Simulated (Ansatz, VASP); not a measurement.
**One calculation of BaLiF3, two programs**

Contents of INCAR:

```
SYSTEM = BaLiF3
ALGO = Fast
EDIFF = 1E-6
ENCUT = 520
GGA = CA
ISIF = 2
ISMEAR = 0
LASPH = .True.
LCHARG = .False.
LREAL = .False.
LWAVE = .False.
NBANDS = 25
NELM = 100
PREC = Accurate
SIGMA = 0.05
```

Contents of KPOINTS:

```
k-points
0
Gamma
  6 6 6
  0 0 0
```

Contents of POSCAR:

```
BaLiF3
1.0
    4.3874398040      0.0000000000      0.0000000000
    0.0000000000      4.3874398040      0.0000000000
    0.0000000000      0.0000000000      3.9885816400
Ba Li F
1 1 3
Direct
    0.0000000000      0.0000000000      0.0000000000
    0.5000000000      0.5000000000      0.5000000000
    0.0000000000      0.5000000000      0.5000000000
    0.5000000000      0.5000000000      0.0000000000
    0.5000000000      0.0000000000      0.5000000000
```

Input for Ansatz:

```yaml
crystal:
  lattice:
    - [4.387439804, 0.0, 0.0]
    - [0.0, 4.387439804, 0.0]
    - [0.0, 0.0, 3.98858164]
  atoms:
    - { symbol: Ba, position: [0.0, 0.0, 0.0] }
    - { symbol: Li, position: [0.5, 0.5, 0.5] }
    - { symbol: F, position: [0.0, 0.5, 0.5] }
    - { symbol: F, position: [0.5, 0.5, 0.0] }
    - { symbol: F, position: [0.5, 0.0, 0.5] }
basis:
  ecutwfc: 420
kpoints:
  mp_grid: { grid: [6, 6, 6] }
hamiltonian:
  xc: lda
scf:
  occupations: { method: gaussian, width: 0.05 }
output:
  forces: true
  stress: true
  eigenvalues: true
```

Change from the starting cell: strain +0.1000 x Voigt [1, 1, 0, 0, 0, 0], atoms carried along.

Alike in both runs: task single point; functional LDA; k mesh 6 × 6 × 6; occupations gaussian, width 0.05 eV; no spin polarisation.

|  | VASP | Ansatz |
| --- | --- | --- |
| version | VASP 6.6.1 | Ansatz 0.2.0 |
| potentials or method | VASP PAW LDA potentials, release 64 (Ba_sv, Li_sv, F) | scalar-relativistic, plane waves, PAW |
| plane-wave cutoff (eV) | 520 | 420 |
| valence electrons in the cell | 34 | 34 |

```tsv
	VASP	Ansatz	Ansatz less VASP
gap on the k mesh at the Fermi level (eV)	5.53	5.61	+0.079
least direct gap on the mesh (eV)	5.55	5.62	+0.070
```

Caveats: spin-orbit coupling is left out, which moves the levels of the heavy elements. A k mesh can miss the band edges.
